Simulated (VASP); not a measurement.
These are PBEsol GGA, VASP's PBE PAW potentials (set 64) (plane waves; VASP) values and carry that method's errors.

A VASP calculation is set up with these files.

INCAR:
```
ALGO = Normal
EDIFF = 1E-6
EDIFFG = -0.02
ENCUT = 500
GGA = PS
IBRION = 2
ISIF = 3
ISMEAR = 0
LASPH = .True.
LCHARG = .False.
LMAXMIX = 4
LREAL = .False.
LWAVE = .False.
NELM = 100
NSW = 40
PREC = Accurate
PSTRESS = 100
SIGMA = 0.05
SYSTEM = PbTe
```

**KPOINTS**
```
Automatic mesh
0
Gamma
7 7 7
0 0 0
```

### POSCAR
```
PbTe
1
    0.0000000000     3.1252668048     3.1252668048
    3.1252668048     0.0000000000     3.1252668048
    3.1252668048     3.1252668048     0.0000000000
Pb Te
1 1
Direct
  0.0000000000   0.0000000000   0.0000000000
  0.5000000000   0.5000000000   0.5000000000
```

POTCAR, in this order: Pb_d Te (PBE.64 set). Program: vasp_std.

Energy and stress use the plane-wave basis of the starting cell.

Task: Predict the energy per atom (σ→0), volume per atom.

Result: 
```json
{
 "energy per atom (σ→0)": "-4.001 eV/atom",
 "volume_per_atom": "28.59 Å^3/atom"
}
```

### OSZICAR
```
...
DAV:   3    -0.800148615252E+01    0.16905E+00   -0.72379E-01   704   0.154E+01    0.409E-01
DAV:   4    -0.800153917850E+01   -0.53026E-04   -0.13999E-02   578   0.140E+00    0.364E-01
DAV:   5    -0.800142691073E+01    0.11227E-03   -0.24373E-03   766   0.629E-01    0.191E-01
DAV:   6    -0.800133034396E+01    0.96567E-04   -0.43976E-04   638   0.337E-01    0.379E-02
DAV:   7    -0.800132531042E+01    0.50335E-05   -0.38143E-05   740   0.115E-01    0.149E-02
DAV:   8    -0.800132737159E+01   -0.20612E-05   -0.16996E-06   406   0.116E-02    0.522E-03
DAV:   9    -0.800132744095E+01   -0.69363E-07   -0.40506E-07   298   0.120E-02
   3 F= -.44320878E+01 E0= -.44320878E+01  d E =-.652240E-01
```

The structure was generated: PbTe was put into the rock salt type (Fm-3m), which need not be its known phase. This run relaxes it under an external pressure of 10 GPa. Symmetry was kept, so distortions that lower it aren't found.
